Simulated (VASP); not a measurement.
Here is a VASP 6.6.1 calculation.

The input INCAR:

```
PREC     = Accurate       # precision mode
ENCUT    = 520            # plane-wave cutoff, eV
EDIFF    = 1E-6           # SCF threshold, eV
ISMEAR   = -1             # smearing method
SIGMA    = 0.05           # smearing width, eV
LREAL    = F              # projectors in reciprocal space
LASPH    = T              # aspherical terms in the spheres
NELM     = 100            # most SCF steps
ALGO     = Normal         # electronic algorithm
ISIF     = 2              # what is computed and relaxed
LWAVE    = F              # write WAVECAR
LCHARG   = T              # write CHGCAR
ISPIN    = 2              # spin polarisation
MAGMOM   = 0 0 3 3 0 0 0 0 0 # initial moments
LORBIT   = 11             # projections on sites
LMAXMIX  = 4              # l up to which the mixer works
GGA      = PE             # functional
LELF     = T              # ELF
```

The input KPOINTS:

```
regular mesh
0
Gamma
  5 5 5
```

POSCAR

```
CsLiCr2Te2S3
1.0
    3.3192900000      1.9163900000      6.8798200000
   -3.3192900000      1.9163900000      6.8798200000
    0.0000000000     -3.8327900000      6.8798200000
Cs Li Cr Te S
1 1 2 2 3
Direct
    0.0000000000      0.0000000000      0.0000000000
    0.5000000000      0.5000000000      0.5000000000
    0.7984800000      0.7984800000      0.7984800000
    0.2015200000      0.2015200000      0.2015200000
    0.6799000000      0.6799000000      0.6799000000
    0.3201000000      0.3201000000      0.3201000000
    0.1362600000      0.8637400000      0.5000000000
    0.5000000000      0.1362600000      0.8637400000
    0.8637400000      0.5000000000      0.1362600000
```

Potentials or basis: VASP PAW PBE potentials, release 64 (Cs_sv, Li_sv, Cr_pv, Te, S).

Command:

```bash
$ cat potpaw_PBE.64/Cs_sv/POTCAR potpaw_PBE.64/Li_sv/POTCAR potpaw_PBE.64/Cr_pv/POTCAR potpaw_PBE.64/Te/POTCAR potpaw_PBE.64/S/POTCAR > POTCAR
$ mpirun -np 4 vasp_std > vasp.out
```

(1) What does it give for the band gap on the k mesh?

(2) What does it give for the site moments?

Results:

(1) none (metal or under the smearing width).

(2) Cs -0.01; Li +0.00; Cr +2.32; Te -0.23; S -0.08 μB.

Caveat: only a ferromagnetic start was run, and an antiferromagnetic order may lie lower in energy.
